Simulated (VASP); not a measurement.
Input:

```
CELL_PARAMETERS angstrom
      4.02329     0.00000     0.00000
      0.00000     4.02329     0.00000
      0.00000     0.00000     4.02329
ATOMIC_POSITIONS crystal
  Sr 0.00000 0.00000 0.00000
  Te 0.50000 0.50000 0.50000
```

All values below come from PBEsol GGA, VASP's PBE PAW potentials (set 64) (plane waves; VASP). Run with 400 eV cut-off, Gaussian smearing of 0.050 eV, potentials Sr_sv Te.

Unless said otherwise, spin-orbit coupling is left out, though it shifts the bands of the heavy elements here.

Problem. Give the energies of bands 6 to 11 at the high-symmetry points, in eV from the valence-band maximum.

Solution. 
| band | Γ | X | M | R |
|---|---|---|---|---|
| 6 | -0.76 | -4.55 | -3.14 | -3.52 |
| 7 | -0.76 | -1.05 | -3.14 | -3.52 |
| 8 | -0.76 | -1.05 | 0.00 | -3.52 |
| 9 | 0.69 | 1.67 | 0.29 | 3.31 |
| 10 | 0.69 | 4.23 | 2.84 | 3.31 |
| 11 | 1.79 | 4.81 | 3.00 | 3.31 |

The gap is direct, 0.29 eV, from the valence maximum at M to the conduction minimum at M.

The structure was generated: SrTe was put into the CsCl type type (Pm-3m), which need not be its known phase. It was relaxed first, which changed the volume by -20 %.
